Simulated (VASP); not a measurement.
Consider the following.

```
CELL_PARAMETERS angstrom
      1.53294    -2.65513     0.00000
      1.53294     2.65513     0.00000
      0.00000     0.00000    11.53367
ATOMIC_POSITIONS crystal
  W  0.33333 0.66667 0.25000
  W  0.66667 0.33333 0.75000
  Se 0.33333 0.66667 0.89755
  Se 0.66667 0.33333 0.39755
  Se 0.66667 0.33333 0.10245
  Se 0.33333 0.66667 0.60245
```

The numbers are results of PBEsol GGA, VASP's PBE PAW potentials (set 64) (plane waves; VASP 6.6.1), not measurements. Run with 500 eV cut-off, 8×8×2 Γ-centred mesh, Gaussian smearing of 0.050 eV, potentials W_sv Se.

Energy and stress use the plane-wave basis of the starting cell. Without a dispersion term in the relaxation, distances and binding between the weakly bound layers, chains or molecules are unreliable, and so is what depends on them.

**Question.** The ions, cell shape and volume at an external pressure of 45.0 GPa are relaxed. What does this cell relax into?

**Answer.** 
```
CELL_PARAMETERS angstrom
      1.50096    -2.59973     0.00000
      1.50096     2.59973     0.00000
      0.00000     0.00000    11.28522
ATOMIC_POSITIONS crystal
  W  0.33333 0.66667 0.25000
  W  0.66667 0.33333 0.75000
  Se 0.33333 0.66667 0.90118
  Se 0.66667 0.33333 0.40118
  Se 0.66667 0.33333 0.09882
  Se 0.33333 0.66667 0.59882
```
Space group P6_3/mmc (194), at a tolerance of 0.03 Å.

**Question.** How do energy and volume change from the first to the last step?

**Answer.** The energy (σ→0) changes by +226.4 meV/atom and the volume by -6.2 %, in 10 ionic steps.

```
step  E(σ→0) (eV)  max force (eV/Å)  pressure (GPa)  volume (Å³)
----  -----------  ----------------  --------------  -----------
1        -44.7291             0.008           30.12        93.89
2        -36.6936             5.168          125.47        75.49
3        -43.8038             0.793           43.89        89.86
4        -43.7354             0.846           44.88        89.61
5        -43.4162             0.005           44.68        88.27
6        -43.4537             0.082           44.70        88.40
7        -43.3361             0.084           45.76        87.95
8        -43.3191             0.075           45.96        87.89
9        -43.5132             0.235           42.58        88.60
10       -43.3709             0.004           45.08        88.07
```

The compound is WSe2 in the 2H layered structure. This run relaxes it under an external pressure of 45 GPa. Symmetry was kept, so distortions that lower it aren't found. The k-mesh is coarse (spacing up to 0.30 per Å, 2π included), so the numbers may not be converged in it.
